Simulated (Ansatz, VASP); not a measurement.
**K8Mn3Al12Si27O79 (glassy 68SiO2-15Al2O3-10K2O-8MnO (mol %)): VASP beside Ansatz**

Wanted: the spread between two codes on one cell, functional and k mesh. Of the first pair: The structure shown is the start of the Ansatz relaxation below; VASP solves that cell, so the two are compared at the walk's first step.

Method: plane waves, with VASP 6.6.1 beside it; single point at RPBE, in Ansatz 0.2.0.

**1. The structure**

The cell holds 129 atoms: 27 Si, 12 Al, 8 K, 3 Mn and 79 O. Its edges and angles: a = 12.043 Å, b = 12.043 Å, c = 12.043 Å, α = 90.0°, β = 90.0°, γ = 90.0°. As first built, before any earlier steps moved the atoms (in the runner's words): 129 atoms (27 Si, 12 Al, 8 K, 3 Mn, 79 O) placed at random at 2.54 g/cm^3, melted at 4000 K for 10 ps at fixed volume with the Morse and Coulomb pair potential with partial charges (Pedone, Malavasi, Menziani, Cormack and Segre, J. Phys. Chem. B 110, 11780 (2006)). Quenched from 4000 K to 300 K at 50 K/ps and fixed volume, held 10 ps at zero pressure.

**2. Ansatz: relaxation, RPBE**

Ansatz runs on its default PAW (the set named soft_2) files.

The two programs are compared at the cell with which this relaxation starts, whose forces are those of its first step.

input.yaml

```yaml
crystal:
  lattice:
    - [12.04274, 0.0, 0.0]
    - [0.0, 12.04274, 0.0]
    - [0.0, 0.0, 12.04274]
  atoms:
    - { symbol: Si, position: [0.76459, 0.04942, 0.37832] }
    - { symbol: Si, position: [0.82681, 0.33699, 0.987] }
    - { symbol: Si, position: [0.34827, 0.03334, 0.07778] }
    - { symbol: Si, position: [0.41752, 0.84216, 0.96109] }
    - { symbol: Si, position: [0.09362, 0.03766, 0.67074] }
    - { symbol: Si, position: [0.00893, 0.73949, 0.53141] }
    - { symbol: Si, position: [0.34712, 0.91927, 0.2909] }
    - { symbol: Si, position: [0.0361, 0.3962, 0.28397] }
    - { symbol: Si, position: [0.27283, 0.64614, 0.0075] }
    - { symbol: Si, position: [0.63419, 0.22471, 0.09822] }
    - { symbol: Si, position: [0.1997, 0.05485, 0.44958] }
    - { symbol: Si, position: [0.05317, 0.59703, 0.13934] }
    - { symbol: Si, position: [0.42062, 0.47702, 0.11489] }
    - { symbol: Si, position: [0.05671, 0.67851, 0.78652] }
    - { symbol: Si, position: [0.37021, 0.25543, 0.48331] }
    - { symbol: Si, position: [0.1866, 0.08819, 0.89069] }
    - { symbol: Si, position: [0.00472, 0.12442, 0.28368] }
    - { symbol: Si, position: [0.58092, 0.2406, 0.34534] }
    - { symbol: Si, position: [0.28565, 0.44724, 0.33165] }
    - { symbol: Si, position: [0.74276, 0.02077, 0.993] }
    - { symbol: Si, position: [0.64904, 0.82954, 0.69033] }
    - { symbol: Si, position: [0.63981, 0.46048, 0.49906] }
    - { symbol: Si, position: [0.46051, 0.00469, 0.76303] }
    - { symbol: Si, position: [0.60781, 0.86424, 0.25989] }
    - { symbol: Si, position: [0.87025, 0.53834, 0.43058] }
    - { symbol: Si, position: [0.20861, 0.49445, 0.671] }
    - { symbol: Si, position: [0.34213, 0.70637, 0.60549] }
    - { symbol: Al, position: [0.86852, 0.6182, 0.97717] }
    - { symbol: Al, position: [0.54155, 0.71828, 0.47042] }
    - { symbol: Al, position: [0.97287, 0.12244, 0.03238] }
[... 93 atom lines left out ...]
    - { symbol: O, position: [0.92647, 0.83546, 0.49977] }
    - { symbol: O, position: [0.41196, 0.26951, 0.60237] }
    - { symbol: O, position: [0.74491, 0.31439, 0.87717] }
    - { symbol: O, position: [0.39111, 0.39813, 0.00489] }
    - { symbol: O, position: [0.74617, 0.30381, 0.0889] }
    - { symbol: O, position: [0.31916, 0.59013, 0.89575] }
magnetization:
  spin_polarized: true
kpoints:
  mp_grid: { grid: [1, 1, 1] }
hamiltonian:
  xc: rpbe
scf:
  occupations: { method: gaussian, width: 0.05 }
  lower_state_search: "off"
output:
  forces: true
relax:
  f_tol: 0.05
  max_steps: 150
  cell: {}
```

Launch:

```bash
$ ansatz run input.yaml --threads 4 --pin off --max-ram 15872MiB --backend cpu --events-out ev --progress --plain --runs-dir out
```

Numbers of over 12 decimals in the logs are rounded to 6 here.

The log of the run:

```text
Engine: ansatz 0.2.0, x86_64-unknown-linux-gnu
Pseudopotentials: kind: paw
Pseudopotential: Si, paw, valence charge 4, recommended cutoff 420 eV (normal), Si.paw.azcp
Pseudopotential: Al, paw, valence charge 3, recommended cutoff 420 eV (normal), Al.paw.azcp
Pseudopotential: K, paw, valence charge 9, recommended cutoff 420 eV (normal), K.paw.azcp
Pseudopotential: Mn, paw, valence charge 15, recommended cutoff 420 eV (normal), Mn.paw.azcp
Pseudopotential: O, paw, valence charge 6, recommended cutoff 420 eV (normal), O.paw.azcp
Functional definition: RPBE
  parameter kappa = 0.804
  parameter beta = 0.066725
  exchange = rpbe_x(kappa = kappa, mu = beta*pi^2/3)
  correlation = pbe_c(beta = beta)
Crystal: 129 atoms, lattice volume = 1746.530 Å³
Basis set: ecut = 420 eV, 34049 PW (Γ), exchange–correlation on 162×162×162 points (8 copies of the dense FFT grid, shifted against one another)
Bands: 504, of which v1, the nominal top of the filled ones, is band 368 counted from 1 (367 counted from 0)
Symmetry: 1 space group operations
Space group: P1 (ITA 1), of the structure as read, at distance tolerance 1.2e-4 Å
Magnetic group: BNS 1.1 (UNI 1), of the structure as read, at distance tolerance 1.2e-4 Å
k-points: 1
Non-local potential: Si, projectors of the file, l = 0: 2, l = 1: 2, l = 2: 2
Non-local potential: Al, projectors of the file, l = 0: 2, l = 1: 2, l = 2: 1
Non-local potential: K, projectors of the file, l = 0: 3, l = 1: 2, l = 2: 2
Non-local potential: Mn, projectors of the file, l = 0: 3, l = 1: 2, l = 2: 3, l = 3: 1
Non-local potential: O, projectors of the file, l = 0: 2, l = 1: 2, l = 2: 1
PAW form: soft (Blöchl's): semilocal exchange-correlation on the pseudo side does not see the compensation charge
PAW frozen core: Si, regenerated for the run's functional, and the local potential with it (the file was generated under x = pbe(κ = 0.804, μ = 0.219515), c = pbe(β = 0.066725))
PAW frozen core: Al, regenerated for the run's functional, and the local potential with it (the file was generated under x = pbe(κ = 0.804, μ = 0.219515), c = pbe(β = 0.066725))
PAW frozen core: K, regenerated for the run's functional, and the local potential with it (the file was generated under x = pbe(κ = 0.804, μ = 0.219515), c = pbe(β = 0.066725))
PAW frozen core: Mn, regenerated for the run's functional, and the local potential with it (the file was generated under x = pbe(κ = 0.804, μ = 0.219515), c = pbe(β = 0.066725))
PAW frozen core: O, regenerated for the run's functional, and the local potential with it (the file was generated under x = pbe(κ = 0.804, μ = 0.219515), c = pbe(β = 0.066725))
PAW one-centre angular grid: Si, 110 points (default); XC on 64 Gauss nodes
PAW one-centre angular grid: Al, 110 points (default); XC on 64 Gauss nodes
PAW one-centre angular grid: K, 110 points (default); XC on 64 Gauss nodes
PAW one-centre angular grid: Mn, 590 points (default); XC on 64 Gauss nodes
PAW one-centre angular grid: O, 110 points (default); XC on 64 Gauss nodes
Initial density: superposition of atomic densities (chi_scale 0.1, normalization cell, long waves 38 % of neutral atoms (reshape's long-wave potential 1.38 eV rms, cloud 2.69 Å wide))
Starting moments: Σ|m| = 15 μB on 3 of 129 sites
Initial wavefunctions: pseudopotential atomic-orbital guess
Functional: x = rpbe, c = pbe(β = 0.066725)
SCF iter   1: F=—  HF=-93026.282145 eV  |F-HF|=—  |Δ(HF+E_count)|=         —  Δρ=1.80e-1 (↑1.80e-1 ↓6.25e-2)  dr2=1.45e3  dr2_m=7.81e1  M=-0.041 μB ∫|m|=0.895 μB  β_m=0.30  ethr=3.10e-3  ⟨swp⟩=6.0  Hψ=4419  notcnv=0  defer=226
preconditioner: auto → Resta (q_TF=auto, 2.362 Å⁻¹)  ε∞=3.2  [insulator: Δε(μ)=0.067 eV  Ē_g=15.778 eV  σ=0.050 eV  W_gap=0.60  n_scr=388 (ndim 8)  ℏωp=23.4 eV  f_vac=0.043  D(μ)=51.25/eV (n_scr^D=364)  ε∞_Penn≈3.2]
spin=Collinear: Resta preconditioning applied to the charge; magnetization (m = ρ↑ − ρ↓) channel mixes plain (no charge-response kernel on spin).
SCF iter   2: F=—  HF=-92988.852646 eV  |F-HF|=—  |Δ(HF+E_count)|=    3.74e1  Δρ=1.69e-1 (↑4.92e-2 ↓1.69e-1)  dr2=1.26e3  dr2_m=7.79e1  M=-0.110 μB ∫|m|=0.787 μB  β_m=0.30  ethr=3.10e-3  ⟨swp⟩=5.0  Hψ=2700  notcnv=0  defer=249
Mixer restart at iter 2: flushing history
preconditioner: auto → Kerker (q_TF=auto, 2.362 Å⁻¹)  [metal: Δε(μ)=0.009 eV  Ē_g=13.020 eV  σ=0.050 eV  W_gap=0.10  n_scr=388 (ndim 8)  ℏωp=20.5 eV  f_vac=0.052  D(μ)=23.65/eV (n_scr^D=122)]
spin=Collinear: Kerker preconditioning applied to the charge; magnetization (m = ρ↑ − ρ↓) channel mixes plain (no charge-response kernel on spin).
spin-set hold released at iteration 2 (the charge has settled, or the pull on large starting moments outlasts its swing): the magnetisation degrees of freedom join the quasi-Newton model from the next iteration; the mixer history was flushed
[...]
- { symbol: Si, position: [0.450272, -0.030673, 0.768238] }
    - { symbol: Si, position: [0.587210, 0.857087, 0.273750] }
    - { symbol: Si, position: [0.857730, 0.536759, 0.416907] }
    - { symbol: Si, position: [0.204118, 0.501866, 0.734740] }
    - { symbol: Si, position: [0.346171, 0.679356, 0.630833] }
    - { symbol: Al, position: [0.874180, 0.624018, 0.976665] }
    - { symbol: Al, position: [0.544931, 0.691181, 0.480855] }
    - { symbol: Al, position: [0.975764, 0.150657, 0.025441] }
    - { symbol: Al, position: [0.196519, 0.688884, 0.343911] }
    - { symbol: Al, position: [0.417975, 0.455104, 0.884588] }
    - { symbol: Al, position: [0.656380, 0.789340, 0.024557] }
    - { symbol: Al, position: [0.521357, 0.662554, 0.832553] }
    - { symbol: Al, position: [0.244116, 0.873284, 0.746668] }
    - { symbol: Al, position: [0.517675, 0.301001, 0.683330] }
    - { symbol: Al, position: [0.426455, 0.192685, 0.902277] }
    - { symbol: Al, position: [0.864730, 0.929091, 0.571057] }
    - { symbol: Al, position: [0.666359, 0.211940, 0.848665] }
    - { symbol: K, position: [0.173365, 0.346818, 1.010744] }
    - { symbol: K, position: [0.776755, 0.552180, 0.713050] }
    - { symbol: K, position: [0.479341, 0.977731, 0.509642] }
    - { symbol: K, position: [0.837266, 0.190596, 0.661910] }
    - { symbol: K, position: [0.887801, 0.789521, 0.287113] }
    - { symbol: K, position: [0.096752, 0.853897, 0.064159] }
    - { symbol: K, position: [0.900265, 0.901668, 0.836796] }
    - { symbol: K, position: [0.060745, 0.333447, 0.519653] }
    - { symbol: Mn, position: [0.650520, 0.519150, 1.004075] }
    - { symbol: Mn, position: [0.636210, 0.595713, 0.276386] }
    - { symbol: Mn, position: [0.229555, 0.281183, 0.717964] }
    - { symbol: O, position: [0.110696, 0.711363, 0.456534] }
    - { symbol: O, position: [0.287856, 0.999682, 0.379528] }
    - { symbol: O, position: [0.442902, 0.673514, 0.719371] }
    - { symbol: O, position: [0.738064, 0.673902, 1.007494] }
    - { symbol: O, position: [0.467249, 0.920850, 0.283684] }
    - { symbol: O, position: [0.557414, 0.527524, 0.869289] }
    - { symbol: O, position: [0.041593, 0.135381, 0.150188] }
    - { symbol: O, position: [0.371034, 0.152309, 0.036014] }
    - { symbol: O, position: [0.832629, 0.483329, 0.975304] }
    - { symbol: O, position: [0.275826, 0.562677, 0.637294] }
    - { symbol: O, position: [0.172449, 0.585885, 0.045936] }
    - { symbol: O, position: [0.581127, 0.401717, 0.595553] }
    - { symbol: O, position: [0.773010, 0.879066, 0.672562] }
    - { symbol: O, position: [0.341127, 0.384176, 0.441381] }
    - { symbol: O, position: [0.251786, 0.190843, 0.459511] }
    - { symbol: O, position: [0.624602, 0.767930, 0.567947] }
    - { symbol: O, position: [0.772695, 0.456058, 0.492633] }
    - { symbol: O, position: [0.717799, 0.909359, 0.979854] }
    - { symbol: O, position: [0.522625, 0.761402, 0.955861] }
    - { symbol: O, position: [0.270452, 0.805411, 0.293234] }
    - { symbol: O, position: [0.458230, 0.319855, 0.819310] }
    - { symbol: O, position: [0.933836, 0.285291, 0.00575965] }
    - { symbol: O, position: [0.284449, 0.436123, 0.817939] }
    - { symbol: O, position: [0.372776, 0.598463, 0.128903] }
[...]
- { symbol: O, position: [0.569056, 0.237530, 0.203124] }
    - { symbol: O, position: [0.073168, 0.138345, 0.919814] }
    - { symbol: O, position: [0.935221, 0.830718, 0.499256] }
    - { symbol: O, position: [0.397438, 0.257021, 0.604528] }
    - { symbol: O, position: [0.769708, 0.318939, 0.861489] }
    - { symbol: O, position: [0.410667, 0.413535, 0.025378] }
    - { symbol: O, position: [0.727265, 0.320745, 0.074321] }
    - { symbol: O, position: [0.366448, 0.600103, 0.915604] }
```

**3. VASP: single point, RPBE, start cell, pair 1**

The same cell, functional, mesh and smearing now go to VASP, with its own data sets.

Lines of VASP's logs that name or quote its potential files are left out, and so is its time.

INCAR

```
SYSTEM = K8Mn3Al12Si27O79
PREC = Accurate
ENCUT = 520
EDIFF = 1E-06
NELM = 200
ISMEAR = 0
SIGMA = 0.05
LREAL = Auto
ALGO = All
GGA = RP
NBANDS = 464
ISPIN = 2
MAGMOM = -0 -0 -0 -0 -0 -0 -0 -0 -0 -0 -0 -0 -0 -0 -0 -0 -0 -0 -0 -0 -0 -0 -0 -0 -0 -0 -0 -0 -0 -0 -0 -0 -0 -0 -0 -0 -0 -0 -0 -0 -0 -0 -0 -0 -0 -0 -0 -4.01 -3.97 -3.98 -0 -0 -0 -0.05 -0 -0.05 -0 -0 -0.03 -0 -0 -0 -0 -0 -0 -0 -0 -0 -0 -0 -0 -0 -0.03 -0 -0 -0 -0.01 -0 -0 -0.02 -0 -0 -0 -0 -0 -0 -0 -0.05 -0 -0 -0 -0 -0 -0 -0.04 -0 0 -0 -0 -0 -0 -0 -0 -0 -0 -0.04 -0 -0 -0.03 -0 -0.05 -0 -0.06 -0 -0 -0 -0 -0 -0 -0 -0 -0 -0 -0 -0.02 -0 -0.01 -0.01 -0
LASPH = .TRUE.
LMAXMIX = 4
LORBIT = 11
LWAVE = .FALSE.
LCHARG = .FALSE.
ISIF = 2
GGA_COMPAT = .FALSE.
NCORE = 4
ISEARCH = 1
```

POSCAR

```
K8Mn3Al12Si27O79
1.0
   12.0427400000      0.0000000000      0.0000000000
    0.0000000000     12.0427400000      0.0000000000
    0.0000000000      0.0000000000     12.0427400000
Si Al K Mn O
27 12 8 3 79
Direct
    0.7645934397      0.0494239683      0.3783192197
    0.8268134993      0.3369914156      0.9870012970
    0.3482679191      0.0333395888      0.0777813023
    0.4175212618      0.8421588442      0.9610935717
    0.0936165690      0.0376575431      0.6707360617
    0.0089265400      0.7394911789      0.5314073043
    0.3471220005      0.9192675421      0.2908972543
    0.0360964365      0.3961972109      0.2839719200
    0.2728282766      0.6461403302      0.0074982936
    0.6341912223      0.2247079983      0.0982168510
    0.1996970789      0.0548463223      0.4495820719
    0.0531689632      0.5970319047      0.1393370612
    0.4206185635      0.4770176887      0.1148907973
    0.0567063642      0.6785083793      0.7865236649
    0.3702064480      0.2554319034      0.4833119373
    0.1866020524      0.0881859112      0.8906860067
    0.0047165346      0.1244235116      0.2836812885
    0.5809226140      0.2406013914      0.3453366925
    0.2856492792      0.4472404121      0.3316520991
    0.7427628596      0.0207676990      0.9929966104
    0.6490383418      0.8295371319      0.6903329309
    0.6398128665      0.4604766025      0.4990558627
    0.4605098175      0.0046916233      0.7630323332
    0.6078101827      0.8642385371      0.2598910215
    0.8702504580      0.5383409423      0.4305830733
    0.2086070114      0.4944472769      0.6710017820
    0.3421314418      0.7063674878      0.6054934342
    0.8685232763      0.6181981841      0.9771696474
    0.5415461930      0.7182833807      0.4704162010
    0.9728683007      0.1224389134      0.0323763529
[... 93 atom lines left out ...]
    0.9264669004      0.8354577115      0.4997699859
    0.4119577438      0.2695067734      0.6023712212
    0.7449135330      0.3143885860      0.8771674885
    0.3911070072      0.3981319866      0.0048909135
    0.7461674004      0.3038095981      0.0889000344
    0.3191632469      0.5901314817      0.8957512991
```

KPOINTS

```
Automatic mesh
0
Gamma
1 1 1
0 0 0
```

The projector-augmented-wave data sets are Si, Al, K_sv, Mn_pv and O (PBE family, release 64).

Launch:

```bash
$ mpirun -np 16 vasp_gam
```

The log of the run:

```text
[banner, memory and clock lines left out]
running   16 mpi-ranks, on    1 nodes
[...]
|                                                                             |
|               ----> ADVICE to this user running VASP <----                  |
|                                                                             |
|     You enforced a specific xc type in the INCAR file but a different       |
|     [... a line on the potential file left out ...]
|     I HOPE YOU KNOW WHAT YOU ARE DOING!                                     |
|                                                                             |

 LDA part: xc-table for (Slater+PW92), standard interpolation
 POSCAR, INCAR and KPOINTS ok, starting setup
[...]
entering main loop
       N       E                     dE             d eps       ncg     rms           ort
DAV:   1     0.763866683993E+04    0.76387E+04   -0.45762E+05   464   0.163E+03
DAV:   2    -0.283234962745E+03   -0.79219E+04   -0.75885E+04   464   0.414E+02
[...]
energies along line   0.72710E-09  -0.72710E-09  -0.33672E-05  -0.33043E-05  -0.33048E-05
 trl  27    -0.906979525705E+03   -0.33046E-05   -0.33724E-05   464   0.125E-04   0.405E-05
SDA:  28    -0.906979525757E+03   -0.33565E-05   -0.33724E-05   464   0.563E-05   0.356E-05
 gam= 0.000 g(H,U,f)=  0.540E-05 0.232E-06 0.108E-21 ort(H,U,f) = 0.372E-05-0.161E-06-0.917E-21
 gam= 0.000 trial= 0.578  step=  0.7698 mean=  0.5780
CGA:  29    -0.906979527991E+03   -0.22340E-05   -0.21685E-05   464   0.210E-05   0.682E-06
 gam= 0.372 g(H,U,f)=  0.197E-05 0.129E-06 0.391E-20 ort(H,U,f) = 0.623E-06 0.588E-07 0.105E-20
 gam= 0.372 trial= 0.597  step=  0.5270 mean=  0.5972
  final corrected         step=  0.5768 harm=  0.8015 4th-ord=  0.5768
  steps along line     -0.59717E-04   0.59717E-04   0.59717E+00   0.52697E+00   0.52708E+00
  energies along line   0.14030E-09  -0.14030E-09  -0.60812E-06  -0.59085E-06  -0.59094E-06
 trl  30    -0.906979528581E+03   -0.59090E-06   -0.61258E-06   464   0.235E-05   0.805E-06
SDA:  31    -0.906979528595E+03   -0.60456E-06   -0.61258E-06   464   0.105E-05   0.659E-06
 gam= 0.000 g(H,U,f)=  0.101E-05 0.368E-07 0.527E-22 ort(H,U,f) = 0.630E-06 0.284E-07-0.788E-21
 gam= 0.000 trial= 0.590  step=  0.4864 mean=  0.5902
 final diagonalization occupied
   1 F= -.90697953E+03 E0= -.90697953E+03  d E =-.155399E-15  mag=   -15.0000
```

Parts of OUTCAR (step 3):

```text
  Total      102.7827854     85.5843655    137.2176565    -12.4209805    -11.2358354     -1.4392183
  in kB       94.2876984     78.5107430    125.8764974    -11.3943756    -10.3071838     -1.3202656
  external PRESSURE =      99.5583129 kB  Pullay stress =       0.0000000 kB

 magnetization (x)
# of ion       s       p       d       tot
------------------------------------------
    1       -0.000  -0.000   0.000  -0.000
    2        0.000   0.001   0.000   0.001
    3        0.000  -0.000   0.000  -0.000
    4       -0.000  -0.000   0.000  -0.000
    5       -0.001  -0.002   0.000  -0.003
    6       -0.000  -0.000   0.000  -0.000
    7        0.000  -0.000   0.000   0.000
    8       -0.000  -0.000   0.000  -0.000
    9       -0.000  -0.000   0.000  -0.000
   10        0.000   0.000   0.000   0.000
   11       -0.000  -0.000   0.000  -0.000
   12       -0.000  -0.000   0.000  -0.000
   13       -0.002  -0.003   0.000  -0.005
[...]
--------------------------------------------------
tot         -0.150  -0.591 -13.323 -14.064

[... 3 further parts left out ...]
[key lines of the parts left out:]
E-fermi :   3.6124
```

The run ends at a pressure of 9.96 GPa, with forces up to 5.9 eV/Å.

**4. Side by side**

Known differences besides the potentials themselves: VASP starts from the moments at which Ansatz ended; the data sets hold 735 valence electrons in Ansatz (on its default PAW (the set named soft_2) files) and 729 in VASP; the cutoff is 420 eV in Ansatz and 520 eV in VASP (PREC = Accurate, projectors in real space); Ansatz makes its cores anew for this functional, VASP keeps those of its PBE data sets. Total energies have different zeros and are not compared.

Forces on 10 of the 129 atoms, those with the largest forces and the largest differences (eV/Å; atoms numbered as in POSCAR):

| atom | Ansatz x, y, z | VASP x, y, z |
| --- | --- | --- |
| Si3 | 0.340, 1.339, -4.433 | 0.308, 1.317, -4.403 |
| Si9 | 2.591, -0.980, -2.004 | 2.549, -0.945, -1.950 |
| Si10 | 3.045, -3.341, -0.180 | 3.031, -3.348, -0.128 |
| Si14 | 0.986, -2.500, -3.324 | 0.953, -2.507, -3.352 |
| Si23 | -0.494, -0.405, 1.994 | -0.454, -0.480, 2.013 |
| Si25 | -2.635, -2.412, -1.628 | -2.584, -2.460, -1.587 |
| Si27 | 0.300, -1.820, 5.632 | 0.295, -1.843, 5.614 |
| O82 | -2.304, -0.011, 3.474 | -2.259, -0.027, 3.457 |
| O95 | 0.549, 4.067, 0.452 | 0.559, 4.102, 0.461 |
| O120 | 2.482, 2.908, 2.762 | 2.501, 2.946, 2.764 |

The forces differ by 23 meV/Å r.m.s., which is 1.7 % of the r.m.s. force of 1.389 eV/Å (both taken over all components). Moments aren't recorded for both runs of this pair, so they may hold unlike magnetic states.

(Part 1 of 2 ends here.)

[Lines on the potential files, build, host, timing and source positions are cut from VASP's logs without a mark.]

[Logs are printed without paths, hosts, clocks, repeated set-up lines and the standing remarks that a program may print on its own settings, such as how far it seeks lower states.]

[Hosts, paths, dates, database ids (printed as entryN), source tags and the programs' standing remarks are cut or masked in the printed files.]
